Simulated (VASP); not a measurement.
Here is the system:

```xyz
2
Lattice="0.0000 2.6837 2.6837 2.6837 0.0000 2.6837 2.6837 2.6837 0.0000" Properties=species:S:1:pos:R:3 pbc="T T T"
Ba     0.0000     0.0000     0.0000
O      2.6837     2.6837     2.6837
```

Computed with PBEsol GGA, VASP's PBE PAW potentials (set 64) (plane waves; VASP 6.6.1). Run with 600 eV cut-off, 8×8×8 Γ-centred mesh, Gaussian smearing of 0.050 eV, potentials Ba_sv O.

Predict the energy per atom (σ→0), pressure.

```
Property                       Result
---------------------  --------------
energy per atom (σ→0)  -6.154 eV/atom
pressure                     8.61 GPa
```

The absolute energy has meaning only against runs of the same code, potentials and settings.

The compound is BaO in the rock salt structure. This cell was strained or had an atom moved on purpose.
